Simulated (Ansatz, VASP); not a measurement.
**InAg2F5: VASP beside Ansatz**

```
CELL_PARAMETERS angstrom
4.57538 0.00000 0.00000
-2.28769 3.96240 0.00000
0.00000 0.00000 6.49650
ATOMIC_POSITIONS crystal
In 0.00000 0.00000 0.50000
Ag 0.33333 0.66667 0.00000
Ag 0.66667 0.33333 0.00000
F 0.33333 0.66667 0.68577
F 0.66667 0.33333 0.68577
F 0.66667 0.33333 0.31423
F 0.33333 0.66667 0.31423
F 0.00000 0.00000 0.00000
```

Alike in both runs: functional PBE; k mesh 6 × 6 × 4; occupations gaussian, width 0.1 eV; no spin polarisation.

Ansatz relaxed the structure, and its values are those at the end. VASP's run is a single point on that final structure, the one shown.

```csv
,VASP,Ansatz
version,VASP 6.6.1,Ansatz 0.2.0
potentials or method,"VASP PAW PBE potentials, release 64 (In_d, Ag, F)","scalar-relativistic, plane waves, PAW"
plane-wave cutoff (eV),520,420
valence electrons in the cell,70,86
```

|  | VASP | Ansatz | Ansatz less VASP |
| --- | --- | --- | --- |
| gap on the k mesh at the Fermi level (eV) | none | none | - |
| pressure (GPa) | -0.3 | -0.1 | +0.27 |
| rms of the force components (eV/Å) | 0.012 | 0.006 | -0.0063 |

A gap of «none» marks a metal or a gap that the smearing closes. With one functional, cell and mesh, what is left measures potentials, basis and numerics. The two sets of potentials don't hold the same shells in valence.
